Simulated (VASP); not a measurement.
Computed with LDA (Ceperley-Alder, Perdew-Zunger), VASP's LDA PAW potentials (set 64) (plane waves; VASP).

VASP ran on this input.

### POSCAR
```
Na
1
   -2.1300000000     2.1300000000     2.1300000000
    2.1300000000    -2.1300000000     2.1300000000
    2.1300000000     2.1300000000    -2.1300000000
Na
1
Direct
  0.0000000000   0.0000000000   0.0000000000
```

**INCAR**
```
SYSTEM=Na
PREC=Accurate; ENCUT=300; LREAL=F
LASPH=T
EDIFF=1E-6; NELM=100; ALGO=Normal
ISMEAR=0; SIGMA=0.1
ISIF=2
LWAVE=F; LCHARG=F
```

KPOINTS:
```
kpoints
0
G
  9 9 9
0 0 0
```

POTCAR, in this order: Na_pv (LDA.64 set). Program: vasp_std.

Task: What will the output report for the number of irreducible k-points (NKPTS), largest plane-wave count, number of space-group operations, FFT grid (NGX, NGY, NGZ)?

Result: 
```
Item                                          Result
--------------------------------------  ------------
number of irreducible k-points (NKPTS)            35
largest plane-wave count                         470
number of space-group operations                  48
FFT grid (NGX, NGY, NGZ)                24 × 24 × 24
```

The structure is a typed Na crystal. The cell was not relaxed at this level. The run is one of a series of settings (GGA removed, POTCAR Na_pv (LDA.64 set) against the base run), some of them coarse on purpose.
